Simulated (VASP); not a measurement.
These are PBEsol GGA, VASP's PBE PAW potentials (set 64) (plane waves; VASP) values and carry that method's errors.

VASP input:

File POSCAR:
```
Zr
1.0
  3.1813923337   0.0000000000   0.0000000000
 -1.5906961668   2.7551665286   0.0000000000
  0.0000000000   0.0000000000   5.1301587189
Zr
2
direct
  0.6666670000   0.3333330000   0.7500000000
  0.3333330000   0.6666670000   0.2500000000
```

KPOINTS:
```
K-points
0
Gamma
15 15 8
```

### INCAR
```
# general
SYSTEM   =  Zr
PREC     =  Normal
ENCUT    =  400
LREAL    =  .FALSE.
LASPH    =  .TRUE.

# electronic loop
EDIFF    =  1E-5
NELM     =  100
NELMIN   =  4
ALGO     =  Fast
LMAXMIX  =  4

# smearing
ISMEAR   =  1
SIGMA    =  0.1

# functional
GGA      =  PS

# ions
IBRION   =  2
NSW      =  20
ISIF     =  2
EDIFFG   =  -0.03

# output
LWAVE    =  .FALSE.
LCHARG   =  .FALSE.
```

POTCAR, in this order: Zr_sv (PBE.64 set). Program: vasp_std.

The resulting files:

### OSZICAR
```
       N       E                     dE             d eps       ncg     rms          rms(c)
DAV:   1     0.179721992581E+03    0.17972E+03   -0.12090E+04  4360   0.123E+03
DAV:   2    -0.573237402079E+01   -0.18545E+03   -0.18389E+03  5360   0.371E+02
DAV:   3    -0.187485068252E+02   -0.13016E+02   -0.12880E+02  8264   0.696E+01
DAV:   4    -0.189419746796E+02   -0.19347E+00   -0.19349E+00  4584   0.982E+00
DAV:   5    -0.189470753223E+02   -0.51006E-02   -0.51006E-02  6696   0.108E+00    0.161E+01
RMM:   6    -0.182818652248E+02    0.66521E+00   -0.90043E-01  4439   0.778E+00    0.669E+00
RMM:   7    -0.181447353350E+02    0.13713E+00   -0.92276E-01  4612   0.642E+00    0.116E+00
RMM:   8    -0.181575022964E+02   -0.12767E-01   -0.11895E-01  5129   0.281E+00    0.790E-01
RMM:   9    -0.181606621113E+02   -0.31598E-02   -0.40877E-02  5552   0.143E+00    0.391E-01
RMM:  10    -0.181598888100E+02    0.77330E-03   -0.10497E-02  4863   0.101E+00    0.106E-01
RMM:  11    -0.181600670821E+02   -0.17827E-03   -0.30126E-03  5934   0.382E-01    0.416E-02
RMM:  12    -0.181601426404E+02   -0.75558E-04   -0.73398E-04  6215   0.164E-01    0.386E-02
RMM:  13    -0.181601774067E+02   -0.34766E-04   -0.25413E-04  5180   0.895E-02    0.199E-02
RMM:  14    -0.181601919178E+02   -0.14511E-04   -0.10213E-04  4463   0.569E-02    0.142E-02
RMM:  15    -0.181601973659E+02   -0.54481E-05   -0.55102E-05  4025   0.465E-02
   1 F= -.18160197E+02 E0= -.18160355E+02  d E =-.181602E+02
```

OUTCAR:
```
------------------------ aborting loop because EDIFF is reached ----------------------------------------
  FORCE on cell =-STRESS in cart. coord.  units (eV):
  Direction    XX          YY          ZZ          XY          YZ          ZX
  --------------------------------------------------------------------------------------
  Total       -0.0476936     -0.0476936     -0.1322348     -0.0000000      0.0000000      0.0000000
  in kB       -1.6993198     -1.6993197     -4.7115145     -0.0000000      0.0000000      0.0000000
  external PRESSURE =      -2.7033847 kB  Pullay stress =       0.0000000 kB
  volume of cell :       44.97
      direct lattice vectors                 reciprocal lattice vectors
     3.181392334  0.000000000  0.000000000     0.314327783  0.181477234  0.000000000
    -1.590696167  2.755166529  0.000000000     0.000000000  0.362954467  0.000000000
     0.000000000  0.000000000  5.130158719     0.000000000  0.000000000  0.194925743
 POSITION                                       TOTAL-FORCE (eV/Angst)
 -----------------------------------------------------------------------------------
      1.59070      0.91839      3.84762         0.000000     -0.000000      0.000000
     -0.00000      1.83678      1.28254        -0.000000      0.000000      0.000000
 -----------------------------------------------------------------------------------
    total drift:                               -0.000905      0.000677     -0.000019
  FREE ENERGIE OF THE ION-ELECTRON SYSTEM (eV)
  ---------------------------------------------------
  free  energy   TOTEN  =       -18.1601973659 eV

  energy  without entropy=      -18.1606698490  energy(sigma->0) =      -18.16035486

 reached required accuracy - stopping structural energy minimisation
```
(Selected blocks of OUTCAR.)

The compound is Zr in the hcp structure. It was relaxed first.
